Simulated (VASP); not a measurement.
# YbN (Pm-3m) in VASP: notebook, part 2 of 2

VASP 6.6.1. The steps go on from the part before.

### Step 4. Single point, LDA+U, non-collinear spin, random start

This run uses another cell than the first one: it holds 2 atoms, not 4.

INCAR

```
PREC = Accurate
ENCUT = 520
EDIFF = 1E-7
ISMEAR = 0
SIGMA = 0.05
LREAL = False
LASPH = True
NELM = 150
ALGO = Normal
ISIF = 2
LWAVE = False
LCHARG = False
LNONCOLLINEAR = True
MAGMOM = 0.429 -0.388 0.16 0 0 0
LORBIT = 11
LMAXMIX = 6
LDAU = True
LDAUTYPE = 2
LDAUL = 3 -1
LDAUU = 5 0
LDAUJ = 0 0
LDAUPRINT = 1
GGA = CA
```

KPOINTS

```
regular mesh
0
Gamma
  6 6 6
```

POSCAR

```
YbN
1.0
    2.9096680100      0.0000000000      0.0000000000
    0.0000000000      2.9096680100      0.0000000000
    0.0000000000      0.0000000000      2.9096680100
Yb N
1 1
Direct
    0.0000000000      0.0000000000      0.0000000000
    0.5000000000      0.5000000000      0.5000000000
```

Potentials or basis: VASP PAW PBE potentials, release 64 (Yb, N).

The run is started by

```
$ cat potpaw_PBE.64/Yb/POTCAR potpaw_PBE.64/N/POTCAR > POTCAR
$ mpirun -np 1 vasp_ncl > vasp.out
```

OUTCAR:

```text
PREC = Accurate
   ENCUT = 520
   EDIFF = 1E-7
   ISMEAR = 0
   LREAL = False
   LASPH = True
   NELM = 150
   ISIF = 2
   LNONCOLLINEAR = True
   LORBIT = 11
   GGA = CA

 ion  position               nearest neighbor table
   1  0.000  0.000  0.000-   2 2.52   2 2.52   2 2.52   2 2.52   2 2.52   2 2.52   2 2.52   2 2.52

   2  0.500  0.500  0.500-   1 2.52   1 2.52   1 2.52   1 2.52   1 2.52   1 2.52   1 2.52   1 2.52

  LATTYP: Found a simple cubic cell.
 ALAT       =     2.9096680100

  Lattice vectors:

 A1 = (   2.9096680100,   0.0000000000,   0.0000000000)
 A2 = (   0.0000000000,   2.9096680100,   0.0000000000)
 A3 = (   0.0000000000,   0.0000000000,   2.9096680100)

Analysis of symmetry for initial positions (statically):
=====================================================================
 Subroutine PRICEL returns:
 Original cell was already a primitive cell.

 Routine SETGRP: Setting up the symmetry group for a
 simple cubic supercell.

 Subroutine GETGRP returns: Found 48 space group operations
 (whereof 48 operations were pure point group operations)
 out of a pool of 48 trial point group operations.

The static configuration has the point symmetry O_h .

Analysis of symmetry for dynamics (positions and initial velocities):
=====================================================================
 Subroutine PRICEL returns:
 Original cell was already a primitive cell.

 Routine SETGRP: Setting up the symmetry group for a
 simple cubic supercell.

 Subroutine GETGRP returns: Found 48 space group operations
 (whereof 48 operations were pure point group operations)
 out of a pool of 48 trial point group operations.

The dynamic configuration has the point symmetry O_h .

Analysis of structural, dynamic, and magnetic symmetry:
=====================================================================
 Subroutine PRICEL returns:
 Original cell was already a primitive cell.

 Routine SETGRP: Setting up the symmetry group for a
 simple cubic supercell.

 Subroutine GETGRP returns: Found  2 space group operations
 (whereof  2 operations were pure point group operations)
 out of a pool of 48 trial point group operations.

The overall configuration has the point symmetry S_2 .

 Subroutine INISYM returns: Found  2 space group operations
 (whereof  2 operations are pure point group operations),
[... 200 lines left out ...]
  o =  0.9975  v =  0.2304 -0.0001  0.1785 -0.1726  0.3199 -0.0000 -0.4130  0.1283  0.0001  0.0994  0.0549  0.2889  0.0000 -0.3730      0.0000  0.0002  0.0000  0.3349  0.2456 -0.0000 -0.3171 -0.1039  0.0001 -0.0805  0.2643 -0.0075 -0.0000  0.0097
  o =  0.9975  v = -0.2243  0.0001 -0.1738  0.1681 -0.1816 -0.0000  0.2344 -0.1249 -0.0000 -0.0968  0.3974 -0.0728  0.0000  0.0940      0.0000 -0.0001 -0.0000  0.6734  0.0628 -0.0000 -0.0811  0.1012 -0.0001  0.0784  0.2992  0.1169 -0.0000 -0.1509
  o =  1.0003  v =  0.3375  0.0001 -0.4357 -0.0000 -0.0203  0.0942 -0.0157 -0.3677 -0.0001  0.4747  0.0000  0.0779  0.0174  0.0603      0.0000  0.0000  0.0000  0.0000 -0.0637 -0.1368 -0.0493  0.2957  0.0001 -0.3817  0.0000  0.0517  0.2314  0.0400
  o =  1.0003  v = -0.1112  0.0000  0.1436  0.0000 -0.0097  0.2125 -0.0075  0.1212 -0.0000 -0.1564  0.0000  0.2396  0.1086  0.1856      0.0000  0.0000  0.0000 -0.0000 -0.2615 -0.3883 -0.2025 -0.0974  0.0000  0.1257  0.0000  0.2763  0.6093  0.2141
  o =  1.0003  v = -0.0255  0.0000  0.0330  0.0000 -0.2252  0.3183 -0.1745  0.0278  0.0000 -0.0359  0.0000 -0.0144 -0.2446 -0.0112      0.0000 -0.0000 -0.0000  0.0000  0.2965 -0.1167  0.2297 -0.0224  0.0000  0.0288 -0.0000 -0.5203  0.4060 -0.4030
  o =  1.0006  v = -0.3387  0.0003  0.4373 -0.0000 -0.1834 -0.5214 -0.1420 -0.1889  0.0002  0.2438 -0.0000 -0.0833 -0.2169 -0.0645      0.0000  0.0001 -0.0000 -0.0000  0.0422  0.1645  0.0327  0.1519 -0.0001 -0.1961  0.0000  0.1057  0.3254  0.0819
  o =  1.0006  v = -0.3537  0.0001  0.4566 -0.0000  0.0711  0.5248  0.0551 -0.1971  0.0000  0.2545 -0.0000 -0.0280  0.2523 -0.0217      0.0000 -0.0001  0.0000 -0.0000 -0.1508 -0.0899 -0.1168  0.1585 -0.0001 -0.2046 -0.0000 -0.1160 -0.2854 -0.0898
  o =  1.0006  v =  0.0908 -0.0002 -0.1172 -0.0000 -0.4068  0.0989 -0.3151  0.0507 -0.0001 -0.0654 -0.0000 -0.4195  0.1732 -0.3249      0.0000 -0.0001 -0.0000 -0.0000 -0.4298  0.2633 -0.3329 -0.0407  0.0000  0.0525  0.0000 -0.0573  0.1025 -0.0444
  o =  1.0148  v = -0.0002 -0.8090  0.0003  0.0000  0.0001 -0.0001  0.0001 -0.0001 -0.4148  0.0001  0.0001  0.0000  0.0000  0.0002      0.0000  0.0789 -0.0001  0.0001 -0.0001  0.0001  0.0003  0.0001  0.4090 -0.0002  0.0001 -0.0001  0.0001  0.0001

 number of electron      28.9999996 magnetization       0.6567987     -0.5322442      0.2868685

 Free energy of the ion-electron system (eV)
  ---------------------------------------------------
  ext. energy  EPLUGINS =         0.00000000
  ---------------------------------------------------
  free energy    TOTEN  =       -13.92318087 eV

  energy without entropy =      -13.92186001  energy(sigma->0) =      -13.92252044

 E-fermi :   3.7719     XC(G=0): -13.4316

 val. band max:        3.7689193515   @ k =  -0.3333   0.5000   0.0000
 cond. band min:       3.7864563161   @ k =   0.5000   0.5000   0.3333
 fundamental gap:      0.0175369646
 Fermi energy:         3.7719306269

 k-point     1 :       0.0000    0.0000    0.0000
  band No.  band energies     occupation
      1     -47.4152      1.00000
      2     -47.1992      1.00000
      3     -19.1224      1.00000
      4     -19.1224      1.00000
      5     -19.1224      1.00000
      6     -18.9636      1.00000
[... 925 lines left out ...]
     35      10.7439      0.00000
     36      10.9117      0.00000

 [... further k-points ...]

------------------------ aborting loop because EDIFF is reached ----------------------------------------

  FORCE on cell =-STRESS in cart. coord.  units (eV):
  Direction    XX          YY          ZZ          XY          YZ          ZX
  --------------------------------------------------------------------------------------
  -------------------------------------------------------------------------------------
  Total       -0.9420920     -0.9420963     -0.9421203     -0.0000056     -0.0000080     -0.0000095
  in kB      -61.2736261    -61.2739077    -61.2754661     -0.0003642     -0.0005201     -0.0006150
  external PRESSURE =     -61.2743333 kB  Pullay stress =       0.0000000 kB

 VOLUME and BASIS-vectors are now :
 -----------------------------------------------------------------------------
  energy-cutoff  :      520.00
  volume of cell :       24.63
      direct lattice vectors                 reciprocal lattice vectors
     2.909668010  0.000000000  0.000000000     0.343681821  0.000000000  0.000000000
     0.000000000  2.909668010  0.000000000     0.000000000  0.343681821  0.000000000
     0.000000000  0.000000000  2.909668010     0.000000000  0.000000000  0.343681821

 POSITION                                       TOTAL-FORCE (eV/Angst)
 -----------------------------------------------------------------------------------
      0.00000      0.00000      0.00000         0.000000      0.000000      0.000000
      1.45483      1.45483      1.45483         0.000000      0.000000      0.000000
 -----------------------------------------------------------------------------------
    total drift:                                0.000000      0.000000      0.000000

  FREE ENERGIE OF THE ION-ELECTRON SYSTEM (eV)
  ---------------------------------------------------
  free  energy   TOTEN  =       -13.9231808741 eV

  energy  without entropy=      -13.9218600119  energy(sigma->0) =      -13.92252044

 total charge

# of ion       s       p       d       f       tot
--------------------------------------------------
    1        2.166   6.098   0.590  13.450  22.304
    2        1.231   2.367   0.000   0.000   3.598
--------------------------------------------------
tot          3.396   8.465   0.590  13.450  25.901

 magnetization (x)

# of ion       s       p       d       f       tot
--------------------------------------------------
    1       -0.001   0.001   0.004   0.406   0.410
    2        0.008   0.170   0.000   0.000   0.179
--------------------------------------------------
tot          0.007   0.172   0.004   0.406   0.589

 magnetization (y)

# of ion       s       p       d       f       tot
--------------------------------------------------
    1        0.001  -0.001  -0.003  -0.329  -0.332
    2       -0.007  -0.138   0.000   0.000  -0.145
--------------------------------------------------
tot         -0.006  -0.139  -0.003  -0.329  -0.477

 magnetization (z)

# of ion       s       p       d       f       tot
--------------------------------------------------
    1       -0.000   0.001   0.002   0.177   0.179
    2        0.004   0.074   0.000   0.000   0.078
--------------------------------------------------
tot          0.003   0.075   0.002   0.177   0.257
```

OSZICAR:

```text
N       E                     dE             d eps       ncg     rms          rms(c)
DAV:   1     0.218697667333E+03    0.21870E+03   -0.10080E+04 11956   0.111E+04
DAV:   2     0.341047584017E+02   -0.18459E+03   -0.17688E+03 12060   0.117E+03
DAV:   3    -0.729306784898E+01   -0.41398E+02   -0.39867E+02 11724   0.270E+02
[... 48 lines left out ...]
DAV:  52    -0.139231790311E+02   -0.99349E-06   -0.40731E-06 15608   0.154E-01    0.987E-02
DAV:  53    -0.139231800204E+02   -0.98931E-06   -0.36578E-06 14564   0.132E-01    0.476E-02
DAV:  54    -0.139231805499E+02   -0.52946E-06   -0.34286E-06 12628   0.217E-01    0.238E-02
DAV:  55    -0.139231809197E+02   -0.36983E-06   -0.35860E-06 14748   0.382E-02    0.245E-02
DAV:  56    -0.139231808134E+02    0.10633E-06   -0.38423E-07  6372   0.269E-02    0.177E-02
DAV:  57    -0.139231808741E+02   -0.60672E-07   -0.62288E-07  9112   0.213E-02
   1 F= -.13923181E+02 E0= -.13922520E+02  d E =-.132086E-02  mag=     0.6568    -0.5322     0.2869
```

Run time: 24 min. Hardware: 1 thread of Intel Xeon Platinum 8375C at 2.90GHz (Ice Lake), shared host; peak memory 0.33 GiB.

What came out:

| Quantity | Value |
| --- | --- |
| Free energy | -13.9232 eV |
| Pressure | -6.1 GPa |
| Band gap on the k mesh | none (metal or under the smearing width) |
| Net moment | 0.89 μB per cell |
| Valence electrons inside the program's atomic spheres | Yb 22.30; N 3.60 |

Levels at points of the mesh, in eV from the Fermi level:
| k point | band 26 | band 27 | band 28 | band 29 | band 30 | band 31 | band 32 | band 33 |
| --- | --- | --- | --- | --- | --- | --- | --- | --- |
| (0.00, 0.00, 0.00) | 0.18 | 0.18 | 0.42 | 0.42 | 0.44 | 0.44 | 0.62 | 0.62 |
| (0.50, 0.00, 0.00) | -1.13 | -1.13 | -0.77 | -0.77 | -0.16 | 1.79 | 1.81 | 7.62 |
| (0.00, 0.50, 0.00) | -1.13 | -1.13 | -0.77 | -0.77 | -0.16 | 1.79 | 1.81 | 7.62 |
| (0.00, 0.00, 0.50) | -1.13 | -1.13 | -0.77 | -0.77 | -0.16 | 1.79 | 1.81 | 7.62 |
| (0.50, 0.50, 0.00) | -1.55 | -1.55 | -0.84 | 0.50 | 1.48 | 1.52 | 1.53 | 4.70 |
| (0.00, 0.50, 0.50) | -1.55 | -1.55 | -0.84 | 0.50 | 1.48 | 1.52 | 1.53 | 4.70 |
| (0.50, 0.00, 0.50) | -1.55 | -1.55 | -0.84 | 0.50 | 1.48 | 1.52 | 1.53 | 4.70 |
| (0.50, 0.50, 0.50) | -2.75 | -2.73 | -2.73 | -2.73 | -0.04 | 9.46 | 9.46 | 9.46 |

Moments on the atoms (μB; x, y, z):
```
Yb   0.41 -0.33  0.18
N    0.18 -0.14  0.08
```

Caveat: the PAW data sets were made with another functional, which shifts forces and pressure a little; spin-orbit coupling is left out, which moves the levels of the heavy elements. The state reached can hang on the start; a lower one may exist.

### Step 5. Single point, LDA+U, collinear spin, ferromagnetic start

This run uses another cell than the first one: it holds 2 atoms, not 4.

INCAR

```
SYSTEM = YbN
PREC = Accurate
ENCUT = 520
EDIFF = 1E-7
ISMEAR = 0
SIGMA = 0.05
LREAL = .False.
LASPH = .True.
NELM = 100
ALGO = Normal
ISIF = 2
LWAVE = .False.
LCHARG = .False.
ISPIN = 2
MAGMOM = 1 0
LORBIT = 11
LMAXMIX = 6
LDAU = .True.
LDAUTYPE = 2
LDAUL = 3 -1
LDAUU = 2 0
LDAUJ = 0 0
LDAUPRINT = 1
GGA = CA
```

KPOINTS

```
Automatic mesh
0
Gamma
  6 6 6
  0 0 0
```

POSCAR is that of step 4.

The run is started by

```
$ cat potpaw_PBE.64/Yb/POTCAR potpaw_PBE.64/N/POTCAR > POTCAR
$ mpirun -np 1 vasp_std > vasp.out
```

Run time: 69 s. Hardware: 1 thread of Intel Xeon Platinum 8375C at 2.90GHz (Ice Lake), shared host; peak memory 0.16 GiB.

It converged, with:

```yaml
Free_energy: -14.3801 eV
Pressure: -3.9 GPa
Band_gap_on_the_k_mesh: none (metal or under the smearing width)
Net_moment: 0.60 μB per cell
Site_moments: Yb +0.39; N +0.15 μB
Valence_electrons_inside_the_program's_atomic_spheres: Yb 22.32; N 3.59
```

Levels at points of the mesh, in eV from the Fermi level:
Spin up:
```csv
k point,band 13,band 14,band 15,band 16,band 17,band 18
"(0.00, 0.00, 0.00)",0.42,0.42,0.42,0.49,0.49,4.97
"(0.50, 0.00, 0.00)",-1.17,-1.15,-1.15,1.88,7.66,9.44
"(0.50, 0.50, 0.00)",-1.01,-1.01,0.74,1.56,4.76,6.04
"(0.50, 0.50, 0.50)",-1.26,-1.26,-1.26,9.51,9.51,9.51
```
Spin down:
```tsv
k point	band 10	band 11	band 12	band 13	band 14	band 15	band 16	band 17	band 18	band 19
(0.00, 0.00, 0.00)	-1.21	-1.21	-0.30	0.51	0.51	0.70	0.70	0.70	5.11	9.73
(0.50, 0.00, 0.00)	-1.14	-0.93	-0.93	-0.88	-0.88	-0.35	1.89	7.81	9.58	9.58
(0.50, 0.50, 0.00)	-1.04	-1.00	-0.84	-0.77	-0.77	1.31	1.58	4.87	6.11	6.11
(0.50, 0.50, 0.50)	-1.07	-1.07	-1.03	-1.03	-1.03	-0.23	9.71	9.71	9.71	12.12
```

Eigenvalues of the final occupation matrices:
```
    site  spin  trace                         eigenvalues
site 1 f     1   6.94  0.98 0.98 0.98 0.99 1.00 1.00 1.00
site 1 f     2   6.55  0.64 0.97 0.97 0.97 1.00 1.00 1.00
```

Caveat: the PAW data sets were made with another functional, which shifts forces and pressure a little; spin-orbit coupling is left out, which moves the levels of the heavy elements. The state reached can hang on the start; a lower one may exist.

### Step 6. Summary

| spin | U | k mesh | supercell matrix | gap on the mesh (eV) | pressure (GPa) | moment (μB) |
| --- | --- | --- | --- | --- | --- | --- |
| collinear, antiferromagnetic start | Yb f U = 5 eV | 6 × 6 × 3 | [1, 0, 0, 0, 1, 0, 0, 0, 2] | none | -5.6 | 0.00 |
| collinear, random start | Yb f U = 5 eV | 6 × 6 × 6 | - | none | -6.8 | 0.89 |
| non-collinear, random start | Yb f U = 5 eV | 6 × 6 × 6 | - | none | -6.1 | 0.89 |
| collinear, ferromagnetic start | Yb f U = 2 eV | 6 × 6 × 6 | - | none | -3.9 | 0.60 |

Alike in all rows: task single point; level LDA+U; potentials or basis VASP PAW PBE potentials, release 64 (Yb, N); cell as given; cutoff (eV) 520; smearing gaussian 0.05 eV.

Every run on the cell as given and a fine mesh finds a metal.

Caveats: the PAW data sets were made with another functional, which shifts forces and pressure a little; spin-orbit coupling is left out, which moves the levels of the heavy elements.

Absolute energies hang on the potentials; compare differences alone.
